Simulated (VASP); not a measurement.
Method: PBE GGA, VASP's PBE PAW potentials (set 64) (plane waves; VASP 6.6.1).

A VASP calculation is set up with these files.

**INCAR**
```
! general
SYSTEM  = CdF2
PREC    = Accurate
ENCUT   = 520
LREAL   = .FALSE.
LASPH   = .TRUE.

! electronic loop
EDIFF   = 1E-6
NELM    = 100
ALGO    = Normal
LMAXMIX = 4

! smearing
ISMEAR  = 0
SIGMA   = 0.05

! functional
GGA     = PE

! ions
ISIF    = 2

! output
LWAVE   = .FALSE.
LCHARG  = .FALSE.
```

### KPOINTS
```
Regular mesh
0
G
 6 6 6
0 0 0
```

File POSCAR:
```
CdF2
3.8875320
  0.0000000000   0.7071067196   0.7071067196
  0.7071067196   0.0000000000   0.7071067196
  0.7071067196   0.7071067196   0.0000000000
Cd F
1 2
Cart
  0.0000000000   0.0000000000   0.0000000000
  0.3535533598   0.3535533598   0.3535533598
  1.0606600795   1.0606600795   1.0606600795
```

POTCAR, in this order: Cd F (PBE.64 set). Program: vasp_std.

What VASP printed:

File OSZICAR:
```
       N       E                     dE             d eps       ncg     rms          rms(c)
DAV:   1     0.197743768490E+03    0.19774E+03   -0.16053E+04   560   0.155E+03
DAV:   2    -0.443320065750E+01   -0.20218E+03   -0.19589E+03   643   0.379E+02
DAV:   3    -0.126649936454E+02   -0.82318E+01   -0.82174E+01   582   0.852E+01
DAV:   4    -0.127035282228E+02   -0.38535E-01   -0.38531E-01   586   0.583E+00
DAV:   5    -0.127036827298E+02   -0.15451E-03   -0.15450E-03   593   0.327E-01    0.973E+00
DAV:   6    -0.108826353964E+02    0.18210E+01   -0.54656E+00   689   0.457E+01    0.693E+00
DAV:   7    -0.109259362671E+02   -0.43301E-01   -0.92714E-01   545   0.996E+00    0.400E+00
DAV:   8    -0.109159058058E+02    0.10030E-01   -0.18539E-01   587   0.422E+00    0.784E-01
DAV:   9    -0.109054149825E+02    0.10491E-01   -0.46114E-02   652   0.251E+00    0.105E-01
DAV:  10    -0.109059533723E+02   -0.53839E-03   -0.34040E-03   549   0.765E-01    0.126E-01
DAV:  11    -0.109060517691E+02   -0.98397E-04   -0.23859E-04   593   0.190E-01    0.523E-02
DAV:  12    -0.109060835918E+02   -0.31823E-04   -0.11202E-04   554   0.963E-02    0.162E-02
DAV:  13    -0.109060854825E+02   -0.18907E-05   -0.60595E-06   611   0.223E-02    0.676E-03
DAV:  14    -0.109060854110E+02    0.71469E-07   -0.16263E-06   435   0.193E-02
   1 F= -.10906085E+02 E0= -.10906085E+02  d E =-.354746E-21
```

OUTCAR:
```
------------------------ aborting loop because EDIFF is reached ----------------------------------------
  FORCE on cell =-STRESS in cart. coord.  units (eV):
  Direction    XX          YY          ZZ          XY          YZ          ZX
  --------------------------------------------------------------------------------------
  Total       -0.0806252     -0.0806252     -0.0806252     -0.0000000      0.0000000      0.0000000
  in kB       -3.1093840     -3.1093840     -3.1093840     -0.0000000      0.0000000      0.0000000
  external PRESSURE =      -3.1093840 kB  Pullay stress =       0.0000000 kB
  volume of cell :       41.54
      direct lattice vectors                 reciprocal lattice vectors
     0.000000000  2.748900000  2.748900000    -0.181890938  0.181890938  0.181890938
     2.748900000  0.000000000  2.748900000     0.181890938 -0.181890938  0.181890938
     2.748900000  2.748900000  0.000000000     0.181890938  0.181890938 -0.181890938
 POSITION                                       TOTAL-FORCE (eV/Angst)
 -----------------------------------------------------------------------------------
      0.00000      0.00000      0.00000        -0.000000     -0.000000     -0.000000
      1.37445      1.37445      1.37445         0.000000      0.000000      0.000000
      4.12335      4.12335      4.12335        -0.000000     -0.000000     -0.000000
 -----------------------------------------------------------------------------------
    total drift:                                0.000000     -0.000000      0.000000
  FREE ENERGIE OF THE ION-ELECTRON SYSTEM (eV)
  ---------------------------------------------------
  free  energy   TOTEN  =       -10.9060854110 eV

  energy  without entropy=      -10.9060854110  energy(sigma->0) =      -10.90608541
```
(Selected blocks of OUTCAR.)

The compound is CdF2 in the fluorite structure. The cell was not relaxed at this level.
